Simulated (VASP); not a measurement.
Energy against volume of GaP (zinc blende). Method: r2SCAN+rVV10, VASP's PBE PAW potentials (set 64) (plane waves; VASP). Numerical set-up: 520 eV cut-off, 8×8×8 Γ-centred mesh, Gaussian smearing of 0.050 eV, potentials Ga_d P.

| V (Å³/atom) | E (eV/atom) |
|---|---|
| 19.445 | -10.46882 |
| 20.047 | -10.47475 |
| 20.648 | -10.47024 |
| 21.249 | -10.45703 |

### Question
Fit these four points and predict the energy of the run at 18.844 Å³/atom.

### Answer
A cubic in V^(−2/3), the third-order Birch-Murnaghan form, passes through the four points with V0 = 20.07 Å³/atom and B0 = 92 GPa, and gives -10.4504 eV/atom there. The run gave -10.4509 eV/atom, -0.5 meV/atom from the fit; all five points give B0 = 91 GPa.

The compound is GaP in the zinc blende structure. It was relaxed first.
